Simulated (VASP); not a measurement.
The system is C.

```
CELL_PARAMETERS angstrom
2.45600 0.00000 0.00000
-1.22800 2.12696 0.00000
0.00000 0.00000 6.69600
ATOMIC_POSITIONS crystal
C 0.00000 0.00000 0.75000
C 0.00000 0.00000 0.25000
C 0.33333 0.66667 0.75000
C 0.66667 0.33333 0.25000
```

Base run:

| Item | Value |
| --- | --- |
| Program | VASP 6.6.1 |
| Functional | PBE |
| Dispersion | D3(BJ) |
| Potentials or basis | VASP PAW PBE potentials, release 64 (C) |
| Cutoff | 700 eV |
| k mesh | 12 × 12 × 4 |
| Occupations | gaussian, width 0.02 eV |
| Spin | no spin polarisation |

Its results: band gap on the k mesh none (metal or under the smearing width); pressure 3.2 GPa.

**Question.** The run is repeated on the same cell with these changes: cutoff from 700 eV to 520 eV. What comes out?

**Answer.** Band gap on the k mesh none (metal or under the smearing width); pressure 3.8 GPa.

Not every run made on this cell is shown here.
